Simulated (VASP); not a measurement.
Input:

```
CELL_PARAMETERS angstrom
      4.23304     0.00000     0.00000
      0.00000     4.23304     0.00000
      0.00000     0.00000     2.69333
ATOMIC_POSITIONS crystal
  Si 0.00000 0.00000 0.00000
  Si 0.50000 0.50000 0.50000
  O  0.30681 0.30681 0.00000
  O  0.80681 0.19319 0.50000
  O  0.19319 0.80681 0.50000
  O  0.69319 0.69319 0.00000
```

These are modified Becke-Johnson potential (mBJ), VASP's PBE PAW potentials (set 64) (plane waves; VASP 6.6.1) values and carry that method's errors. Numerical set-up: 520 eV cut-off, 4×4×6 Γ-centred mesh, Gaussian smearing of 0.050 eV, potentials Si O.

mBJ is a potential without an energy functional, so only the levels count.

Problem. Give the energies of bands 6 to 18 at the high-symmetry points, in eV from the valence-band maximum.

Solution. 
```json
[
 {"band": "6", "Γ": "-5.80", "X": "-8.57", "M": "-7.39", "Z": "-8.79", "R": "-8.62", "A": "-9.87"},
 {"band": "7", "Γ": "-5.80", "X": "-4.08", "M": "-5.33", "Z": "-6.17", "R": "-7.46", "A": "-7.21"},
 {"band": "8", "Γ": "-5.21", "X": "-4.08", "M": "-5.33", "Z": "-6.17", "R": "-7.46", "A": "-7.21"},
 {"band": "9", "Γ": "-4.95", "X": "-4.08", "M": "-3.73", "Z": "-5.77", "R": "-5.90", "A": "-4.19"},
 {"band": "10", "Γ": "-4.54", "X": "-4.08", "M": "-3.73", "Z": "-5.77", "R": "-5.90", "A": "-4.19"},
 {"band": "11", "Γ": "-2.73", "X": "-3.35", "M": "-2.82", "Z": "-4.12", "R": "-3.36", "A": "-4.01"},
 {"band": "12", "Γ": "-2.73", "X": "-3.35", "M": "-2.82", "Z": "-4.12", "R": "-3.36", "A": "-4.01"},
 {"band": "13", "Γ": "-2.38", "X": "-2.37", "M": "-2.33", "Z": "-2.50", "R": "-1.96", "A": "-1.56"},
 {"band": "14", "Γ": "-0.81", "X": "-2.37", "M": "-2.33", "Z": "-2.50", "R": "-1.96", "A": "-1.56"},
 {"band": "15", "Γ": "-0.81", "X": "-0.95", "M": "-1.95", "Z": "-2.31", "R": "-1.54", "A": "-1.40"},
 {"band": "16", "Γ": "0.00", "X": "-0.95", "M": "-1.95", "Z": "-2.31", "R": "-1.54", "A": "-1.40"},
 {"band": "17", "Γ": "6.49", "X": "8.99", "M": "8.91", "Z": "10.36", "R": "10.25", "A": "8.47"},
 {"band": "18", "Γ": "8.93", "X": "8.99", "M": "8.91", "Z": "10.36", "R": "10.25", "A": "8.47"}
]
```

The gap is direct, 6.49 eV, from the valence maximum at Γ to the conduction minimum at Γ.

The compound is SiO2 in the rutile structure, stishovite, a high-pressure form. It was relaxed first. The cell's shape comes from a PBE relaxation.
